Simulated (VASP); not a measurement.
Crystal: Ga4AsP3.

```
Ga As P
1.0
    -2.76313    2.76313    0.00000
    -2.76313   -5.52626    2.76313
     2.76313    2.76313    5.52626
Ga As P
4 1 3
Direct
  0.00000 0.00000 0.00000
  0.75000 0.50000 0.25000
  0.50000 0.00000 0.50000
  0.25000 0.50000 0.75000
  0.56250 0.12500 0.18750
  0.31250 0.62500 0.43750
  0.06250 0.12500 0.68750
  0.81250 0.62500 0.93750
```

The cell comes from a database or a generator and needn't be the stable form of this composition.

- Program: VASP 6.6.1
- Task: relaxation of cell and atoms
- Functional: r2SCAN
- Potentials or basis: VASP PAW PBE potentials, release 64 (Ga_d, As, P)
- Cutoff: 600 eV
- k mesh: 7 × 7 × 4
- Occupations: gaussian, width 0.02 eV
- Spin: no spin polarisation

At the start: pressure -0.9 GPa; volume 21.10 Å³/atom.

Problem. How do energy, volume and symmetry change on relaxing?

Solution. Over 12 steps the energy falls by 8.6 meV/atom and the volume is 20.83 Å³/atom (-1.3 %); space group Cm (No. 8, to 0.05 Å).

Step by step:
```
step  energy change (eV)  largest force (eV/Å)  pressure (GPa)  volume (Å³)
   1              0.0000                0.7880           -0.92       168.77
   2             -0.0556                0.2735            0.45       165.84
   3             -0.0583                0.1773            0.85       165.09
   4             -0.0670                0.1070           -0.27       167.19
   5             -0.0672                0.1164           -0.12       166.91
   6             -0.0686                0.0484           -0.02       166.72
   7             -0.0688                0.0389            0.03       166.63
   8             -0.0688                0.0323            0.06       166.60
   9             -0.0688                0.0390            0.03       166.61
  10             -0.0690                0.0208           -0.01       166.68
  11             -0.0690                0.0248           -0.03       166.74
  12             -0.0691                0.0119            0.03       166.64
```

Final structure:
```
Ga As P
1.0
    -2.75159    2.75159    0.00000
    -2.75155   -5.50315    2.75036
     2.75223    2.75223    5.50271
Ga As P
4 1 3
Cartesian
  -2.7519 -0.0003 8.1929
  -2.7885 -0.0369 2.7844
  -2.7229 -2.7229 5.5355
  0.0100 0.0100 5.4943
  -1.3758 1.3757 1.3794
  -1.3747 -1.3747 4.1454
  1.3761 1.3761 4.1249
  -1.3755 1.3761 6.8576
```

Caveat: the PAW data sets were made with another functional, which shifts forces and pressure a little.
